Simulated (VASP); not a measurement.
Set up this calculation in VASP 6.6.1, as the native input.

| Quantity | Value |
| --- | --- |
| Task | relaxation of cell and atoms |
| Functional | PBE |
| Potentials or basis | VASP PAW PBE potentials, release 64 (Sr_sv, V_sv) |
| Cutoff | 600 eV |
| k mesh | 7 × 7 × 7 |
| Occupations | methfessel-paxton, width 0.1 eV |
| Spin | collinear spin, ferromagnetic start |
| Starting moments | [0.0, 2.0] μB |
| Further INCAR settings | ALGO = Fast; EDIFF = 1e-06; IBRION = 2; EDIFFG = -0.005; NSW = 40; ISIF = 3 |

The structure of SrV lies in POSCAR:

```
SrV
1.0
    0.0000000000      3.3487300000      3.3487300000
    3.3487300000      0.0000000000      3.3487300000
    3.3487300000      3.3487300000      0.0000000000
Sr V
1 1
Direct
    0.0000000000      0.0000000000      0.0000000000
    0.5000000000      0.5000000000      0.5000000000
```

The cell was built by a generator and needn't be a form met in nature.

One way to write it, as run:

INCAR

```
ALGO = Fast ; EDIFF = 1E-6
EDIFFG = -0.005 ; ENCUT = 600
GGA = PE ; IBRION = 2
ISIF = 3 ; ISMEAR = 1
ISPIN = 2 ; LASPH = True
LCHARG = False ; LMAXMIX = 4
LORBIT = 11 ; LREAL = False
LWAVE = False ; MAGMOM = 0 2
NELM = 120 ; NSW = 40
PREC = Accurate ; SIGMA = 0.1
```

KPOINTS

```
k-points
0
Gamma
  7 7 7
```

Potentials or basis: VASP PAW PBE potentials, release 64 (Sr_sv, V_sv).

Launch:

```console
$ cat potpaw_PBE.64/Sr_sv/POTCAR potpaw_PBE.64/V_sv/POTCAR > POTCAR
$ mpirun -np 1 vasp_std > vasp.out
```

Results of the run:

```json
{"Relaxed volume": "37.81 Å³/atom", "Relaxed cell": "a = 4.746 Å, b = 4.746 Å, c = 4.746 Å, α = 60.00°, β = 60.00°, γ = 60.00°", "Space group after relaxing (to 0.05 Å)": "Fm-3m (No. 225)", "Energy gained by relaxing": "0.1 meV/atom", "Ionic steps": "6", "Pressure after relaxing": "0.0 GPa", "Band gap on the k mesh": "none (metal or under the smearing width)", "Net moment": "4.66 μB per cell", "Site moments": "Sr +0.16; V +3.18 μB", "Valence electrons inside the program's atomic spheres": "Sr 7.98; V 11.41"}
```

Wall time 7.3 min on 1 thread of Intel(R) Xeon(R) Platinum 8259CL CPU @ 2.50GHz (Skylake/Cascade Lake), on a shared host, peak memory 0.31 GiB.
